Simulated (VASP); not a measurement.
Here is the system:

```yaml
crystal:
  lattice:
    - [3.92534, 0.00000, 0.00000]
    - [-1.96267, 3.39944, 0.00000]
    - [0.00000, 0.00000, 6.74755]
  atoms:
    - { symbol: Cd, position: [0.33333, 0.66667, 0.00729] }
    - { symbol: Cd, position: [0.66667, 0.33333, 0.50729] }
    - { symbol: Se, position: [0.33333, 0.66667, 0.36771] }
    - { symbol: Se, position: [0.66667, 0.33333, 0.86771] }
```

The numbers are results of PBEsol GGA, VASP's PBE PAW potentials (set 64) (plane waves; VASP), not measurements. Numerical set-up: 500 eV cut-off, 7×7×4 Γ-centred mesh, Gaussian smearing of 0.050 eV, potentials Cd Se.

Q: What does the run give for the energy per atom (σ→0), pressure?

A: 
```yaml
energy per atom (σ→0): -2.792 eV/atom
pressure: 19.94 GPa
```

The structure was generated: CdSe was put into the wurtzite type (P6_3mc), which need not be its known phase. It was relaxed first under an external pressure of 20 GPa.
